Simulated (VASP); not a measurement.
Output of a VASP run:

File OSZICAR:
```
       N       E                     dE             d eps       ncg     rms          rms(c)
DAV:   1    -0.142035842719E+02   -0.14204E+02   -0.29553E-01   384   0.676E+00    0.241E+00
DAV:   2    -0.142008756041E+02    0.27087E-02   -0.20330E-02   444   0.158E+00    0.125E+00
DAV:   3    -0.141999458484E+02    0.92976E-03   -0.52774E-03   432   0.663E-01    0.616E-01
DAV:   4    -0.141995131866E+02    0.43266E-03   -0.60672E-04   472   0.269E-01    0.335E-01
DAV:   5    -0.141993704971E+02    0.14269E-03   -0.32269E-04   424   0.167E-01    0.200E-01
DAV:   6    -0.141993334836E+02    0.37014E-04   -0.31034E-05   620   0.690E-02    0.116E-01
DAV:   7    -0.141993217101E+02    0.11773E-04   -0.13347E-05   472   0.394E-02    0.622E-02
DAV:   8    -0.141993196841E+02    0.20260E-05   -0.46864E-06   520   0.226E-02    0.353E-02
DAV:   9    -0.141993192460E+02    0.43810E-06   -0.11238E-06   268   0.128E-02
   1 F= -.14199319E+02 E0= -.14199319E+02  d E =-.855168E-11
       N       E                     dE             ncg
```

**OUTCAR**
```
------------------------ aborting loop because EDIFF is reached ----------------------------------------
  FORCE on cell =-STRESS in cart. coord.  units (eV):
  Direction    XX          YY          ZZ          XY          YZ          ZX
  --------------------------------------------------------------------------------------
  Total       -0.4640959     -0.4640959     -0.4640959     -0.0000000     -0.0000000      0.0000000
  in kB      -21.0944638    -21.0944638    -21.0944638     -0.0000000     -0.0000000      0.0000000
  external PRESSURE =     -21.0944638 kB  Pullay stress =       0.0000000 kB
  volume of cell :       35.25
      direct lattice vectors                 reciprocal lattice vectors
     0.000000000  2.602395300  2.602395300    -0.192130688  0.192130688  0.192130688
     2.602395300  0.000000000  2.602395300     0.192130688 -0.192130688  0.192130688
     2.602395300  2.602395300  0.000000000     0.192130688  0.192130688 -0.192130688
  FREE ENERGIE OF THE ION-ELECTRON SYSTEM (eV)
  ---------------------------------------------------
  free  energy   TOTEN  =       -14.1993192460 eV

  energy  without entropy=      -14.1993192460  energy(sigma->0) =      -14.19931925

  exchange ACFDT corr.  =         0.00000000  see jH, gK, PRB 81, 115126
```
(Selected blocks of OUTCAR.)

POSCAR:
```
SrO
1
    0.0000000000     2.6023952996     2.6023952996
    2.6023952996     0.0000000000     2.6023952996
    2.6023952996     2.6023952996     0.0000000000
Sr O
1 1
Direct
  0.0000000000   0.0000000000   0.0000000000
  0.5000000000   0.5000000000   0.5000000000
```

Question: Reconstruct the remaining input files.

Answer: This is not unique; one that fits is the input of the run itself, HSE06 screened hybrid, plane waves, VASP's PBE PAW potentials (set 64).

### KPOINTS
```
K-points
0
G
  6 6 6
0 0 0
```

INCAR:
```
! general
SYSTEM  =SrO
PREC    =Accurate
ENCUT   =520
LREAL   =.False.   ! projection in real space or not
LASPH   =.True.   ! aspherical one-centre terms
ISYM    =3

! electronic loop
EDIFF   =1E-6   ! SCF stop (eV)
NELM    =60   ! most electronic steps
ALGO    =Normal
LMAXMIX =4   ! l cut-off of mixed one-centre charges

! smearing
ISMEAR  =0   ! Gaussian
SIGMA   =0.05   ! width (eV)

! functional
GGA     =PE   ! PBE
LHFCALC =.True.
AEXX    =0.25
HFSCREEN=0.2
PRECFOCK=Fast

! ions
ISIF    =2

! output
LWAVE   =.False.
LCHARG  =.False.
```

File KPOINTS_OPT:
```
named points and PBE's band edges
8
Reciprocal
  0.000000   0.000000   0.000000 1 ! GAMMA
  0.500000   0.000000   0.500000 1 ! X
  0.500000   0.500000   0.500000 1 ! L
  0.500000   0.250000   0.750000 1 ! W
  0.375000   0.375000   0.750000 1 ! K
  0.625000   0.250000   0.625000 1 ! U
  0.026790   0.026790   0.053570 1 ! near an edge
  0.464290   0.000000   0.464290 1 ! near an edge
```

POTCAR, in this order: Sr_sv O (PBE.64 set). Program: vasp_std. Read from the step before: WAVECAR.

The compound is SrO in the rock salt structure. It was relaxed first.
